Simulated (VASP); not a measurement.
Level of theory: PBEsol GGA, VASP's PBE PAW potentials (set 64) (plane waves; VASP).

A VASP calculation is set up with these files.

### KPOINTS
```
Automatic mesh
0
Gamma
11 11 11
0 0 0
```

### INCAR
```
SYSTEM = Pm
PREC = Accurate; ENCUT = 400; LREAL = F
LASPH = T
EDIFF = 1E-6; NELM = 100; ALGO = Normal
LMAXMIX = 6
ISMEAR = 1; SIGMA = 0.1
GGA = PS
IBRION = 2; NSW = 60; ISIF = 3
EDIFFG = -0.01
LWAVE = F; LCHARG = F
```

POSCAR:
```
Pm
1
    0.0000000000     2.5611580000     2.5611580000
    2.5611580000     0.0000000000     2.5611580000
    2.5611580000     2.5611580000     0.0000000000
Pm
1
Direct
  0.0000000000   0.0000000000   0.0000000000
```

POTCAR, in this order: Pm_3 (PBE.64 set). Program: vasp_std.

Output

File OSZICAR:
```
       N       E                     dE             d eps       ncg     rms          rms(c)
DAV:   1     0.166453413036E+02    0.16645E+02   -0.44722E+03  1024   0.829E+02
DAV:   2    -0.465663815685E+01   -0.21302E+02   -0.20736E+02  1278   0.133E+02
DAV:   3    -0.512917387169E+01   -0.47254E+00   -0.46772E+00  1263   0.164E+01
DAV:   4    -0.513248167007E+01   -0.33078E-02   -0.33045E-02  1338   0.134E+00
DAV:   5    -0.513249742596E+01   -0.15756E-04   -0.15754E-04  1325   0.726E-02    0.175E+01
DAV:   6    -0.512488227137E+01    0.76152E-02   -0.16937E-02  1058   0.105E+00    0.106E+01
DAV:   7    -0.512514448380E+01   -0.26221E-03   -0.23316E-02  1058   0.121E+00    0.210E-01
DAV:   8    -0.512468186735E+01    0.46262E-03   -0.18047E-03  1077   0.362E-01    0.197E-02
DAV:   9    -0.512468379759E+01   -0.19302E-05   -0.20841E-05  1245   0.459E-02    0.677E-03
DAV:  10    -0.512468386211E+01   -0.64513E-07   -0.10537E-06   895   0.897E-03
   1 F= -.51246839E+01 E0= -.51251997E+01  d E =-.512468E+01
       N       E                     dE             d eps       ncg     rms          rms(c)
DAV:   1    -0.523231948208E+01   -0.10764E+00   -0.24815E+00  1008   0.145E+01    0.172E+00
DAV:   2    -0.515026949528E+01    0.82050E-01   -0.11836E-01  1008   0.309E+00    0.677E-01
DAV:   3    -0.512917523634E+01    0.21094E-01   -0.82750E-02  1015   0.250E+00    0.652E-01
DAV:   4    -0.512933267939E+01   -0.15744E-03   -0.56535E-04  1046   0.262E-01    0.368E-01
DAV:   5    -0.512935077524E+01   -0.18096E-04   -0.21903E-04  1107   0.130E-01    0.104E-02
DAV:   6    -0.512935138855E+01   -0.61331E-06   -0.25848E-06  1085   0.181E-02
   2 F= -.51293514E+01 E0= -.51295196E+01  d E =-.466753E-02
       N       E                     dE             d eps       ncg     rms          rms(c)
DAV:   1    -0.513017373237E+01   -0.82296E-03   -0.18891E-02  1009   0.127E+00    0.156E-01
DAV:   2    -0.512955648929E+01    0.61724E-03   -0.89098E-04  1010   0.268E-01    0.589E-02
DAV:   3    -0.512939659328E+01    0.15990E-03   -0.61111E-04  1026   0.214E-01    0.613E-02
DAV:   4    -0.512939625891E+01    0.33437E-06   -0.93726E-06  1027   0.278E-02
   3 F= -.51293963E+01 E0= -.51296075E+01  d E =-.471240E-02
       N       E                     dE             d eps       ncg     rms          rms(c)
DAV:   1    -0.513002493778E+01   -0.62834E-03   -0.15547E-02  1008   0.115E+00    0.145E-01
DAV:   2    -0.512949647270E+01    0.52847E-03   -0.76089E-04  1008   0.247E-01    0.545E-02
DAV:   3    -0.512935972360E+01    0.13675E-03   -0.52206E-04  1022   0.198E-01    0.565E-02
DAV:   4    -0.512935916206E+01    0.56155E-06   -0.79897E-06  1031   0.257E-02
   4 F= -.51293592E+01 E0= -.51296078E+01  d E =-.467530E-02
```

**OUTCAR**
```
------------------------ aborting loop because EDIFF is reached ----------------------------------------
  FORCE on cell =-STRESS in cart. coord.  units (eV):
  Direction    XX          YY          ZZ          XY          YZ          ZX
  --------------------------------------------------------------------------------------
  Total       -0.0001127     -0.0001127     -0.0001127     -0.0000000      0.0000000      0.0000000
  in kB       -0.0055504     -0.0055504     -0.0055504     -0.0000000      0.0000000      0.0000000
  external PRESSURE =      -0.0055504 kB  Pullay stress =       0.0000000 kB
  volume of cell :       32.54
      direct lattice vectors                 reciprocal lattice vectors
     0.000000000  2.533959851  2.533959851    -0.197319622  0.197319622  0.197319622
     2.533959851  0.000000000  2.533959851     0.197319622 -0.197319622  0.197319622
     2.533959851  2.533959851 -0.000000000     0.197319622  0.197319622 -0.197319622
 POSITION                                       TOTAL-FORCE (eV/Angst)
 -----------------------------------------------------------------------------------
      0.00000      0.00000      0.00000        -0.000000      0.000000     -0.000000
 -----------------------------------------------------------------------------------
    total drift:                                0.000000     -0.000000     -0.000000
  FREE ENERGIE OF THE ION-ELECTRON SYSTEM (eV)
  ---------------------------------------------------
  free  energy   TOTEN  =        -5.1293591621 eV

  energy  without entropy=       -5.1301049719  energy(sigma->0) =       -5.12960777

 reached required accuracy - stopping structural energy minimisation
```
(Selected blocks of OUTCAR.)

### CONTCAR
```
Pm
   1.00000000000000
     0.0000000000000000    2.5339598513680706    2.5339598513680706
     2.5339598513680706    0.0000000000000000    2.5339598513680706
     2.5339598513680706    2.5339598513680706   -0.0000000000000000
  Pm
     1
Direct
     0.0000000000000000    0.0000000000000000    0.0000000000000000
```

The 4f electrons are frozen in the core of the lanthanide potential, so 4f levels, which can set the real gap, and their magnetism are missing. Energy and stress use the plane-wave basis of the starting cell.

The structure was generated: Pm was put into the fcc type (Fm-3m), which need not be its known phase. This run relaxes it. Symmetry was kept, so distortions that lower it aren't found.
